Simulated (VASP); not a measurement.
# WC (relaxed from the CsCl type structure, space group Pm-3m): computed properties

The numbers are results of r2SCAN meta-GGA, VASP's PBE PAW potentials (set 64) (plane waves; VASP), not measurements.

```json
{
 "space_group": "Pm-3m (221)",
 "cell": "a = 2.7203 Å, b = 2.7203 Å, c = 2.7203 Å, α = 90.00°, β = 90.00°, γ = 90.00°",
 "volume_per_atom": "10.07 Å³/atom",
 "band gap (over mesh and band path)": "none (metal, semimetal or under 0.01 eV)",
 "density": "16.15 g/cm³"
}
```

```yaml
crystal:
  lattice:
    - [2.72034, 0.00000, 0.00000]
    - [0.00000, 2.72034, 0.00000]
    - [0.00000, 0.00000, 2.72034]
  atoms:
    - { symbol: W, position: [0.00000, 0.00000, 0.00000] }
    - { symbol: C, position: [0.50000, 0.50000, 0.50000] }
```

Unless said otherwise, spin-orbit coupling is left out, though it shifts the bands of the heavy elements here.

The structure was generated: WC was put into the CsCl type type (Pm-3m), which need not be its known phase. It was relaxed first, which changed the volume by -32 %. Symmetry was kept, so distortions that lower it aren't found.
